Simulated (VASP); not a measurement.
Input for VASP

KPOINTS:
```
Automatic mesh
0
Gamma
5 5 4
0 0 0
```

File POSCAR:
```
SnO
1
    3.8000000000     0.0000000000     0.0000000000
    0.0000000000     3.8000000000     0.0000000000
    0.0000000000     0.0000000000     4.8400000000
Sn O
2 2
Direct
  0.5000000000   0.0000000000   0.7620000000
  0.0000000000   0.5000000000   0.2380000000
  0.5000000000   0.5000000000   0.0000000000
  0.0000000000   0.0000000000   0.0000000000
```

### INCAR
```
SYSTEM = SnO
PREC = Accurate
ENCUT = 520
EDIFF = 1E-6
NELM = 60
ALGO = VeryFast
LREAL = .FALSE.
LASPH = .TRUE.
ISMEAR = 0
SIGMA = 0.05
GGA = PE
LMAXMIX = 4
LWAVE = .FALSE.
LCHARG = .FALSE.
ISIF = 2
NELMDL = -1
```

POTCAR, in this order: Sn_d O (PBE.64 set). Program: vasp_std.

What happens when VASP runs on this input?

There is a fault: ALGO = VeryFast starts from random orbitals with almost no delay (NELMDL = -1). Convergence was not reached. Against the sound run, the energy per atom (σ→0) increases by 538.536 eV/atom; the pressure increases by 1003.63 GPa; the largest force goes up by 119.816 eV/Å; the band gap drops by 0.45 eV.

**standard output**
```
...
RMM:  21     0.213229506360E+04   -0.42271E+01   -0.39624E+01  1728   0.200E+02    0.722E+02
RMM:  22     0.212903216070E+04   -0.32629E+01   -0.30720E+01  1728   0.196E+02    0.762E+02
RMM:  23     0.212576341440E+04   -0.32687E+01   -0.25580E+01  1728   0.191E+02    0.802E+02
RMM:  24     0.212342940475E+04   -0.23340E+01   -0.20818E+01  1728   0.188E+02    0.838E+02
RMM:  25     0.212144116725E+04   -0.19882E+01   -0.18255E+01  1728   0.184E+02    0.873E+02
RMM:  26     0.211982286935E+04   -0.16183E+01   -0.16298E+01  1728   0.180E+02    0.905E+02
RMM:  27     0.211825536992E+04   -0.15675E+01   -0.16127E+01  1728   0.176E+02    0.935E+02
RMM:  28     0.211670605871E+04   -0.15493E+01   -0.15564E+01  1728   0.173E+02    0.964E+02
RMM:  29     0.211532191798E+04   -0.13841E+01   -0.14848E+01  1728   0.170E+02    0.992E+02
RMM:  30     0.211398669878E+04   -0.13352E+01   -0.13595E+01  1728   0.167E+02    0.102E+03
RMM:  31     0.211277847228E+04   -0.12082E+01   -0.12326E+01  1728   0.164E+02    0.105E+03
RMM:  32     0.211162342417E+04   -0.11550E+01   -0.11588E+01  1728   0.161E+02    0.107E+03
RMM:  33     0.211055740076E+04   -0.10660E+01   -0.10468E+01  1728   0.158E+02    0.110E+03
RMM:  34     0.210942093862E+04   -0.11365E+01   -0.10394E+01  1728   0.156E+02    0.112E+03
RMM:  35     0.210846884208E+04   -0.95210E+00   -0.99752E+00  1728   0.153E+02    0.114E+03
RMM:  36     0.210724071716E+04   -0.12281E+01   -0.98647E+00  1728   0.151E+02    0.116E+03
RMM:  37     0.210615538644E+04   -0.10853E+01   -0.91631E+00  1728   0.149E+02    0.118E+03
RMM:  38     0.210531478088E+04   -0.84061E+00   -0.76070E+00  1728   0.146E+02    0.120E+03
RMM:  39     0.210460162057E+04   -0.71316E+00   -0.72381E+00  1728   0.144E+02    0.122E+03
RMM:  40     0.210359433416E+04   -0.10073E+01   -0.96321E+00  1728   0.142E+02    0.124E+03
RMM:  41     0.210248081119E+04   -0.11135E+01   -0.11267E+01  1728   0.140E+02    0.126E+03
RMM:  42     0.210136422085E+04   -0.11166E+01   -0.11289E+01  1728   0.138E+02    0.128E+03
RMM:  43     0.210012257720E+04   -0.12416E+01   -0.12314E+01  1728   0.136E+02    0.129E+03
RMM:  44     0.209888358432E+04   -0.12390E+01   -0.12241E+01  1728   0.134E+02    0.131E+03
RMM:  45     0.209757908442E+04   -0.13045E+01   -0.13049E+01  1728   0.133E+02    0.133E+03
RMM:  46     0.209625562809E+04   -0.13235E+01   -0.12971E+01  1728   0.131E+02    0.135E+03
RMM:  47     0.211386955891E+04    0.17614E+02   -0.60527E+01  1728   0.130E+02    0.128E+03
RMM:  48     0.211365362474E+04   -0.21593E+00   -0.74387E+00  1728   0.126E+02    0.128E+03
RMM:  49     0.211114268179E+04   -0.25109E+01    0.53139E+00  1728   0.124E+02    0.131E+03
RMM:  50     0.211349405726E+04    0.23514E+01   -0.11719E+01  1728   0.122E+02    0.131E+03
RMM:  51     0.211310982623E+04   -0.38423E+00   -0.47716E+00  1728   0.121E+02    0.132E+03
RMM:  52     0.211851571878E+04    0.54059E+01   -0.80596E+01  1728   0.122E+02    0.129E+03
RMM:  53     0.211521281938E+04   -0.33029E+01    0.13003E+01  1728   0.118E+02    0.130E+03
RMM:  54     0.211493349945E+04   -0.27932E+00   -0.78490E+00  1728   0.116E+02    0.132E+03
RMM:  55     0.211691501888E+04    0.19815E+01   -0.11893E+01  1728   0.115E+02    0.132E+03
RMM:  56     0.211858877966E+04    0.16738E+01   -0.22979E+01  1728   0.114E+02    0.132E+03
RMM:  57     0.212639133870E+04    0.78026E+01   -0.17085E+02  1727   0.122E+02    0.128E+03
RMM:  58     0.212993434093E+04    0.35430E+01    0.72002E+01  1728   0.112E+02    0.125E+03
RMM:  59     0.213001893972E+04    0.84599E-01   -0.59221E+00  1728   0.110E+02    0.127E+03
RMM:  60     0.213148017436E+04    0.14612E+01    0.15208E+01  1728   0.108E+02

 -----------------------------------------------------------------------------
|                                                                             |
|           W    W    AA    RRRRR   N    N  II  N    N   GGGG   !!!           |
|           W    W   A  A   R    R  NN   N  II  NN   N  G    G  !!!           |
|           W    W  A    A  R    R  N N  N  II  N N  N  G       !!!           |
|           W WW W  AAAAAA  RRRRR   N  N N  II  N  N N  G  GGG   !            |
|           WW  WW  A    A  R   R   N   NN  II  N   NN  G    G                |
|           W    W  A    A  R    R  N    N  II  N    N   GGGG   !!!           |
|                                                                             |
|     The electronic self-consistency was not achieved in the given           |
|     number of steps (NELM). The forces and other quantities evaluated       |
|     might not be reliable so examine the results carefully. If you find     |
|     spurious results, we suggest increasing NELM, if you were close to      |
|     convergence or switching to a different ALGO or adjusting the           |
|     density mixing parameters otherwise.                                    |
|                                                                             |
 -----------------------------------------------------------------------------

   1 F= 0.21314802E+04 E0= 0.21314813E+04  d E =-.234927E-02
```

OUTCAR:
```
------------------------ aborting loop EDIFF was not reached (unconverged)  ----------------------------
  FORCE on cell =-STRESS in cart. coord.  units (eV):
  Direction    XX          YY          ZZ          XY          YZ          ZX
  --------------------------------------------------------------------------------------
  Total      449.3490020    449.3490020    420.8688799      0.0000000      0.0000000      0.0000000
  in kB    10301.0574439  10301.0574439   9648.1676564      0.0000000      0.0000000      0.0000000
  external PRESSURE =   10083.4275147 kB  Pullay stress =       0.0000000 kB
  volume of cell :       69.89
      direct lattice vectors                 reciprocal lattice vectors
     3.800000000  0.000000000  0.000000000     0.263157895  0.000000000  0.000000000
     0.000000000  3.800000000  0.000000000     0.000000000  0.263157895  0.000000000
     0.000000000  0.000000000  4.840000000     0.000000000  0.000000000  0.206611570
 POSITION                                       TOTAL-FORCE (eV/Angst)
 -----------------------------------------------------------------------------------
      1.90000      0.00000      3.68808         0.000000      0.000000   -120.284178
      0.00000      1.90000      1.15192         0.000000     -0.000000    120.284178
      1.90000      1.90000      0.00000         0.000000     -0.000000      0.000000
      0.00000      0.00000      0.00000         0.000000      0.000000      0.000000
 -----------------------------------------------------------------------------------
    total drift:                                0.000000      0.000000      0.000000
  FREE ENERGIE OF THE ION-ELECTRON SYSTEM (eV)
  ---------------------------------------------------
  free  energy   TOTEN  =      2131.4801743596 eV

  energy  without entropy=     2131.4825236286  energy(sigma->0) =     2131.48134899
```
(Selected blocks of OUTCAR.)

To mend it, set ALGO = Normal, remove NELMDL.

The mended run (PBE GGA, plane waves, VASP's PBE PAW potentials (set 64)) converges, and its OSZICAR ends with
```
   1 F= -.22664229E+02 E0= -.22664229E+02  d E =-.136118E-11
```

The compound is SnO in the litharge structure. The cell was not relaxed at this level.
